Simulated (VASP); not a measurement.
Input:

```
CELL_PARAMETERS angstrom
     -3.28063     3.28063     2.98049
      3.28063    -3.28063     2.98049
      3.28063     3.28063    -2.98049
ATOMIC_POSITIONS crystal
  Hf 0.00000 0.00000 0.00000
  Hf 0.75000 0.25000 0.50000
  Si 0.25000 0.75000 0.50000
  Si 0.50000 0.50000 0.00000
  O  0.13212 0.31743 0.81469
  O  0.06743 0.75274 0.68531
  O  0.50274 0.31743 0.18531
  O  0.06743 0.38212 0.31469
  O  0.61788 0.93257 0.68531
  O  0.68257 0.86788 0.18531
  O  0.24726 0.93257 0.31469
  O  0.68257 0.49726 0.81469
```

The numbers are results of PBEsol GGA, VASP's PBE PAW potentials (set 64) (plane waves; VASP 6.6.1), not measurements. Run with 520 eV cut-off, Gaussian smearing of 0.050 eV, potentials Hf_pv Si O.

Unless said otherwise, spin-orbit coupling is left out, though it shifts the bands of the heavy elements here.

Q: Give the energies of bands 31 to 44 at the high-symmetry points, in eV from the valence-band maximum.

A: 
| band | Γ | X | M | Z | P | N |
|---|---|---|---|---|---|---|
| 31 | -0.85 | -1.33 | -1.53 | -1.69 | -1.69 | -1.87 |
| 32 | -0.85 | -1.33 | -1.53 | -1.68 | -1.69 | -1.62 |
| 33 | -0.77 | -1.01 | -1.33 | -1.35 | -1.26 | -1.32 |
| 34 | -0.64 | -1.01 | -1.33 | -1.24 | -1.26 | -1.14 |
| 35 | -0.56 | -0.94 | -1.12 | -1.04 | -1.13 | -0.96 |
| 36 | -0.56 | -0.94 | -1.12 | -1.04 | -1.13 | -0.83 |
| 37 | -0.56 | -0.62 | -0.86 | -0.83 | -0.51 | -0.27 |
| 38 | 0.00 | -0.62 | -0.86 | -0.83 | -0.51 | -0.19 |
| 39 | 5.81 | 5.39 | 6.33 | 6.24 | 5.40 | 5.69 |
| 40 | 6.02 | 5.39 | 6.33 | 6.41 | 5.40 | 5.83 |
| 41 | 6.15 | 6.54 | 6.57 | 6.48 | 6.80 | 6.62 |
| 42 | 6.24 | 6.54 | 6.58 | 6.71 | 6.80 | 6.81 |
| 43 | 6.24 | 6.58 | 6.79 | 6.77 | 7.30 | 6.91 |
| 44 | 7.17 | 6.58 | 6.79 | 6.77 | 7.30 | 7.38 |

The gap is indirect, 5.38 eV, from the valence maximum at Γ-Z at 0.10 to the conduction minimum at P-N at 0.20.

The structure comes from a computed database's HfSiO4 entry (I4_1/amd); how it stands against other phases isn't given here. It was relaxed first.
